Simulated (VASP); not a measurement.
Output of a VASP run:

### OSZICAR
```
       N       E                     dE             d eps       ncg     rms          rms(c)
DAV:   1     0.106412756375E+02    0.10641E+02   -0.41645E+03   560   0.912E+02
DAV:   2    -0.140898032317E+02   -0.24731E+02   -0.23993E+02   904   0.112E+02
DAV:   3    -0.143765962115E+02   -0.28679E+00   -0.28679E+00   632   0.161E+01
DAV:   4    -0.143774910763E+02   -0.89486E-03   -0.89486E-03   904   0.889E-01
DAV:   5    -0.143774921832E+02   -0.11069E-05   -0.11069E-05   656   0.172E-02    0.700E+00
DAV:   6    -0.137795492621E+02    0.59794E+00   -0.15255E+00   592   0.663E+00    0.380E+00
DAV:   7    -0.136809838125E+02    0.98565E-01   -0.26687E-01   840   0.310E+00    0.119E+00
DAV:   8    -0.136713589606E+02    0.96249E-02   -0.27456E-02   600   0.112E+00    0.187E-01
DAV:   9    -0.136714715749E+02   -0.11261E-03   -0.49538E-04   784   0.205E-01    0.994E-02
DAV:  10    -0.136715300923E+02   -0.58517E-04   -0.12578E-04   624   0.833E-02    0.211E-02
DAV:  11    -0.136715341221E+02   -0.40299E-05   -0.40281E-06   840   0.183E-02    0.241E-02
DAV:  12    -0.136715344199E+02   -0.29778E-06   -0.13685E-06   312   0.720E-03
   1 F= -.13671534E+02 E0= -.13671534E+02  d E =-.136715E+02
       N       E                     dE             d eps       ncg     rms          rms(c)
DAV:   1    -0.136768342093E+02   -0.53001E-02   -0.14354E-01   632   0.302E+00    0.465E-01
DAV:   2    -0.136733564222E+02    0.34778E-02   -0.71602E-03   728   0.538E-01    0.243E-01
DAV:   3    -0.136724239597E+02    0.93246E-03   -0.20412E-03   664   0.260E-01    0.662E-02
DAV:   4    -0.136723627307E+02    0.61229E-04   -0.75906E-05   704   0.648E-02    0.517E-02
DAV:   5    -0.136723534793E+02    0.92514E-05   -0.19173E-05   752   0.308E-02    0.237E-02
DAV:   6    -0.136723540868E+02   -0.60754E-06   -0.44689E-07   296   0.563E-03
   2 F= -.13672354E+02 E0= -.13672354E+02  d E =-.819667E-03
       N       E                     dE             d eps       ncg     rms          rms(c)
DAV:   1    -0.136742639569E+02   -0.19105E-02   -0.26070E-02   632   0.128E+00    0.196E-01
DAV:   2    -0.136736272762E+02    0.63668E-03   -0.13292E-03   728   0.231E-01    0.103E-01
DAV:   3    -0.136734544677E+02    0.17281E-03   -0.36913E-04   664   0.111E-01    0.267E-02
DAV:   4    -0.136734404507E+02    0.14017E-04   -0.14653E-05   712   0.282E-02    0.211E-02
DAV:   5    -0.136734369900E+02    0.34606E-05   -0.32743E-06   680   0.127E-02    0.995E-03
DAV:   6    -0.136734366172E+02    0.37289E-06   -0.78191E-08   280   0.239E-03
   3 F= -.13673437E+02 E0= -.13673437E+02  d E =-.190220E-02
```

### OUTCAR
```
------------------------ aborting loop because EDIFF is reached ----------------------------------------
  FORCE on cell =-STRESS in cart. coord.  units (eV):
  Direction    XX          YY          ZZ          XY          YZ          ZX
  --------------------------------------------------------------------------------------
  Total        0.0005224      0.0005224      0.0005224     -0.0000000      0.0000000     -0.0000000
  in kB        0.0362259      0.0362259      0.0362259     -0.0000000      0.0000000     -0.0000000
  external PRESSURE =       0.0362259 kB  Pullay stress =       0.0000000 kB
  volume of cell :       23.10
      direct lattice vectors                 reciprocal lattice vectors
     0.000000000  2.260536591  2.260536591    -0.221186422  0.221186422  0.221186422
     2.260536591  0.000000000  2.260536591     0.221186422 -0.221186422  0.221186422
     2.260536591  2.260536591 -0.000000000     0.221186422  0.221186422 -0.221186422
  FREE ENERGIE OF THE ION-ELECTRON SYSTEM (eV)
  ---------------------------------------------------
  free  energy   TOTEN  =       -13.6734366172 eV

  energy  without entropy=      -13.6734366172  energy(sigma->0) =      -13.67343662

 reached required accuracy - stopping structural energy minimisation
```
(Selected blocks of OUTCAR.)

POSCAR:
```
BP
1
    0.0000000000     2.2700000000     2.2700000000
    2.2700000000     0.0000000000     2.2700000000
    2.2700000000     2.2700000000     0.0000000000
B P
1 1
Direct
  0.0000000000   0.0000000000   0.0000000000
  0.7500000000   0.7500000000   0.7500000000
```

Task: Reconstruct the remaining input files.

Result: This is not unique; one that fits is the input of the run itself, PBEsol GGA, plane waves, VASP's PBE PAW potentials (set 64).

**INCAR**
```
ALGO = Normal
EDIFF = 1E-6
EDIFFG = -0.01
ENCUT = 530
GGA = PS
IBRION = 2
ISIF = 3
ISMEAR = 0
LASPH = .TRUE.
LCHARG = .FALSE.
LREAL = .FALSE.
LWAVE = .FALSE.
NELM = 100
NSW = 60
PREC = Accurate
SIGMA = 0.05
SYSTEM = BP
```

### KPOINTS
```
Automatic mesh
0
Gamma
  9 9 9
```

POTCAR, in this order: B P (PBE.64 set). Program: vasp_std.

The compound is BP in the zinc blende structure. This run relaxes it. Symmetry was kept, so distortions that lower it aren't found.
